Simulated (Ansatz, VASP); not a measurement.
# Cross-check of H2C4SCl2O2 (H2C4SCl2O2 (C2/c)) between VASP and Ansatz, part 2 of 2

Wanted: the spread between two codes on one cell, functional and k mesh. Of the first pair: The structure shown is the start of the Ansatz relaxation below; VASP solves that cell, so the two are compared at the walk's first step.

VASP 6.6.1 and Ansatz 0.2.0.

So far. Step 3 (VASP: single point, PBE with D3(BJ), start cell, pair 1): The run ends at a pressure of 2.74 GPa, with forces up to 0.61 eV/Å.

### 5. Ansatz: relaxation, PBE with D3(BJ)

Level of this step: Ansatz beside VASP: Kohn-Sham DFT, plane waves, PBE with D3(BJ) (Ansatz).

This run makes the geometry at which the two programs are then compared.

The structure compared here is the end of the Ansatz relaxation.

input.yaml

```yaml
crystal:
  lattice:
    - [15.2391, 0.0007, -0.11327]
    - [0.00049, 10.19153, 0.00084]
    - [-0.21484, 0.00139, 16.8858]
  atoms:
    - { symbol: H, position: [0.32381, 0.33348, 0.08648] }
    - { symbol: H, position: [0.17695, 0.33319, 0.16335] }
    - { symbol: H, position: [0.07374, 0.8336, 0.08646] }
    - { symbol: H, position: [0.42629, 0.8335, 0.16348] }
    - { symbol: H, position: [0.17655, 0.66672, 0.41343] }
    - { symbol: H, position: [0.32346, 0.66679, 0.33663] }
    - { symbol: H, position: [0.42665, 0.16665, 0.41343] }
    - { symbol: H, position: [0.07352, 0.16652, 0.33656] }
    - { symbol: C, position: [0.07237, 0.0415, 0.0877] }
    - { symbol: C, position: [0.42778, 0.04139, 0.16226] }
    - { symbol: C, position: [0.32238, 0.54137, 0.08771] }
    - { symbol: C, position: [0.17801, 0.5411, 0.16211] }
    - { symbol: C, position: [0.4279, 0.95875, 0.41222] }
    - { symbol: C, position: [0.07224, 0.95861, 0.33777] }
    - { symbol: C, position: [0.17787, 0.45883, 0.41227] }
    - { symbol: C, position: [0.32224, 0.45888, 0.33785] }
    - { symbol: C, position: [0.04133, 0.92267, 0.10369] }
    - { symbol: C, position: [0.45874, 0.92253, 0.14625] }
    - { symbol: C, position: [0.29139, 0.42252, 0.10373] }
    - { symbol: C, position: [0.20921, 0.42237, 0.14611] }
    - { symbol: C, position: [0.459, 0.07753, 0.3962] }
    - { symbol: C, position: [0.04116, 0.07741, 0.35378] }
    - { symbol: C, position: [0.20894, 0.57763, 0.39623] }
    - { symbol: C, position: [0.29112, 0.57766, 0.35386] }
    - { symbol: S, position: [0.2501, 0.66341, 0.12491] }
    - { symbol: S, position: [0.00015, 0.16359, 0.12495] }
    - { symbol: S, position: [0.25009, 0.33667, 0.37508] }
    - { symbol: S, position: [3.0e-05, 0.83644, 0.37495] }
    - { symbol: Cl, position: [0.16294, 0.08929, 0.04099] }
    - { symbol: Cl, position: [0.33728, 0.0893, 0.20903] }
[... 140 atom lines left out ...]
    - { symbol: O, position: [0.95828, 0.23588, 0.56138] }
    - { symbol: O, position: [0.54174, 0.23583, 0.68869] }
    - { symbol: O, position: [0.79175, 0.26404, 0.93869] }
    - { symbol: O, position: [0.70845, 0.26404, 0.8114] }
    - { symbol: O, position: [0.5417, 0.76411, 0.93863] }
    - { symbol: O, position: [0.9583, 0.76428, 0.81139] }
kpoints:
  mp_grid: { grid: [1, 1, 1] }
hamiltonian:
  xc: pbe
  dispersion: d3bj
scf:
  occupations: { method: fixed }
output:
  forces: true
  eigenvalues: true
  stress: true
relax:
  f_tol: 0.05
  max_steps: 70
```

Command:

```bash
$ ansatz run input.yaml --threads 4 --pin off --max-ram 8192MiB --backend cpu --events-out ev --progress --plain --runs-dir out
```

Numbers of over 12 decimals in the logs are rounded to 6 here.

The program printed:

```text
[...]
Crystal: 176 atoms, lattice volume = 2622.281 Å³
Basis set: ecut = 420 eV, 51225 PW (Γ), exchange–correlation on 216×144×240 points (8 copies of the dense FFT grid, shifted against one another)
Bands: 576, of which v1, the nominal top of the filled ones, is band 400 counted from 1 (399 counted from 0)
Symmetry: 1 space group operations
[...]
k-points: 1
[...]
- { symbol: S, position: [0.750066, 0.336332, 0.875020] }
    - { symbol: S, position: [0.500046, 0.836414, 0.875019] }
[...]
- { symbol: Cl, position: [0.835581, 0.910929, 0.959497] }
    - { symbol: Cl, position: [0.664504, 0.910859, 0.790513] }
    - { symbol: Cl, position: [0.585628, 0.410818, 0.959540] }
    - { symbol: Cl, position: [0.914497, 0.410832, 0.790487] }
[...]
- { symbol: O, position: [0.792263, 0.263125, 0.939205] }
    - { symbol: O, position: [0.707872, 0.263146, 0.810844] }
    - { symbol: O, position: [0.542234, 0.763169, 0.939193] }
    - { symbol: O, position: [0.957776, 0.763270, 0.810778] }
```

### 6. VASP: single point, PBE with D3(BJ), relaxed cell, pair 2

The same cell, functional and mesh now go to VASP, with its own data sets.

INCAR

```
SYSTEM = H2C4SCl2O2
PREC = Accurate
ENCUT = 600
EDIFF = 1E-06
NELM = 120
ISMEAR = 0
SIGMA = 0.01
LREAL = Auto
ALGO = Normal
GGA = PE
IVDW = 12
NBANDS = 523
LORBIT = 11
LWAVE = .FALSE.
LCHARG = .FALSE.
ISIF = 2
LASPH = .TRUE.
GGA_COMPAT = .FALSE.
EFERMI = MIDGAP
```

POSCAR

```
H2C4SCl2O2
1.0
   15.2391000000      0.0007000000     -0.1132700000
    0.0004900000     10.1915300000      0.0008400000
   -0.2148400000      0.0013900000     16.8858000000
H C S Cl O
32 64 16 32 32
Direct
    0.3242300000      0.3306600000      0.0862000000
    0.1759500000      0.3306400000      0.1638800000
    0.0741700000      0.8306100000      0.0860800000
    0.4258400000      0.8306100000      0.1638400000
    0.1759400000      0.6694600000      0.4138400000
    0.3242100000      0.6694400000      0.3361700000
    0.4259300000      0.1693700000      0.4138200000
    0.0742300000      0.1693500000      0.3362000000
    0.3241300000      0.3305900000      0.5861400000
    0.1758400000      0.3306400000      0.6638000000
    0.0741600000      0.8306500000      0.5861300000
    0.4258300000      0.8306800000      0.6638300000
    0.1758900000      0.6694100000      0.9137900000
    0.3241700000      0.6694100000      0.8361200000
    0.4259700000      0.1694800000      0.9138800000
    0.0742200000      0.1694200000      0.8362000000
    0.8241400000      0.3306400000      0.0861600000
    0.6758700000      0.3306800000      0.1638400000
    0.5741100000      0.8305400000      0.0861700000
    0.9258900000      0.8305900000      0.1637500000
    0.6759200000      0.6694200000      0.4138500000
    0.8241900000      0.6694100000      0.3361700000
    0.9259600000      0.1693800000      0.4138900000
    0.5742100000      0.1693500000      0.3361400000
    0.8241300000      0.3305700000      0.5861500000
    0.6758600000      0.3306300000      0.6638400000
    0.5741200000      0.8306300000      0.5861700000
    0.9259000000      0.8306500000      0.6638300000
    0.6759200000      0.6693700000      0.9138500000
    0.8241900000      0.6693700000      0.8361600000
[... 140 atom lines left out ...]
    0.9578700000      0.2369500000      0.5608800000
    0.5422500000      0.2368400000      0.6892000000
    0.7922600000      0.2631200000      0.9392000000
    0.7078700000      0.2631500000      0.8108400000
    0.5422300000      0.7631700000      0.9391900000
    0.9577800000      0.7632700000      0.8107800000
```

KPOINTS

```
Automatic mesh
0
Gamma
1 1 1
0 0 0
```

PAW data sets: H, C, S, Cl and O (PBE family, release 64).

Command:

```bash
$ export OMP_NUM_THREADS=3
$ mpirun -np 1 vasp_gam
```

The program printed:

```text
[... set-up lines as in an earlier step ...]
 entering main loop
       N       E                     dE             d eps       ncg     rms          rms(c)
DAV:   1     0.886381477425E+04    0.88638E+04   -0.45683E+05  1046   0.162E+03
DAV:   2     0.572544663674E+02   -0.88066E+04   -0.84191E+04  1572   0.349E+02
DAV:   3    -0.108189329564E+04   -0.11391E+04   -0.11250E+04  1220   0.136E+02
DAV:   4    -0.111898472328E+04   -0.37091E+02   -0.36852E+02  1268   0.256E+01
[...]
DAV:  16    -0.100954928891E+04   -0.27089E-05   -0.48812E-06  1172   0.369E-03    0.101E-02
DAV:  17    -0.100954929215E+04   -0.32362E-05   -0.32800E-06   948   0.280E-03    0.228E-03
DAV:  18    -0.100954929209E+04    0.53704E-07   -0.49854E-07   628   0.134E-03
   1 F= -.10288050E+04 E0= -.10288050E+04  d E =0.000000E+00
```

Parts of OUTCAR (step 6):

```text
  FREE ENERGIE OF THE ION-ELECTRON SYSTEM (eV)
  ---------------------------------------------------
  free  energy   TOTEN  =     -1028.8049965074 eV

  energy  without entropy=    -1028.8049965074  energy(sigma->0) =    -1028.80499651
```

The run ends at a pressure of -0.27 GPa, with forces up to 0.24 eV/Å.

### 7. Side by side

What differs besides the data sets and the points named for the pairs above, as far as they apply: the cutoff is 420 eV in Ansatz and 600 eV in VASP (PREC = Accurate, projectors in real space). Total energies have different zeros and are not compared.

Both answers:

```csv
quantity,Ansatz,VASP,difference
pressure (GPa),0.32,-0.27,+0.58
gap on the k mesh (eV),2.168,2.174,-0.006
```

Forces on 7 of the 176 atoms, those with the largest forces and the largest differences (eV/Å; atoms numbered as in POSCAR):

```csv
atom,"Ansatz x, y, z","VASP x, y, z"
O146,"-0.004, -0.001, 0.005","-0.108, -0.110, -0.172"
O154,"-0.003, -0.001, 0.005","-0.108, -0.111, -0.173"
O157,"-0.004, 0.002, 0.005","-0.108, 0.110, -0.172"
O161,"0.003, -0.001, -0.005","0.108, -0.110, 0.172"
O167,"-0.003, 0.002, 0.005","-0.106, 0.110, -0.173"
O169,"0.003, -0.001, -0.005","0.109, -0.112, 0.176"
O174,"0.004, 0.001, -0.005","0.109, 0.111, 0.173"
```

The forces differ by 88 meV/Å r.m.s., where the r.m.s. force is 0.006 eV/Å in Ansatz and 0.089 eV/Å in VASP: the atoms lie near their places of rest in Ansatz, so a percentage would say little (all taken over all components). A gap on the mesh is an upper bound, since the band edges may lie between its points.

### 8. Summary of results

```yaml
r_m_s_force_difference_single_point_pbe_with_d3_bj_start_cell_pair_1: 37 % of the r.m.s. force
r_m_s_force_difference_single_point_pbe_with_d3_bj_relaxed_cell_pair_2: 88 meV/Å
difference_in_pressure_single_point_pbe_with_d3_bj_relaxed_cell_pair_2: 0.58 GPa
```

**Reading.** The r.m.s. force difference is 37 % of the r.m.s. force (single point, PBE with D3(BJ), start cell, pair 1), beyond the 3 % picked in this series as the mark of a large difference. What causes the difference of the single point, PBE with D3(BJ), start cell, pair 1 pair stays open here. What causes the difference of the single point, PBE with D3(BJ), relaxed cell, pair 2 pair stays open here. How closely two codes agree says nothing of how well the functional describes the real material.

[Lines on the potential files, build, host, timing and source positions are cut from VASP's logs without a mark.]

[Logs are printed without paths, hosts, clocks, repeated set-up lines and the standing remarks that a program may print on its own settings, such as how far it seeks lower states.]

[Hosts, paths, dates, database ids (printed as entryN), source tags and the programs' standing remarks are cut or masked in the printed files.]
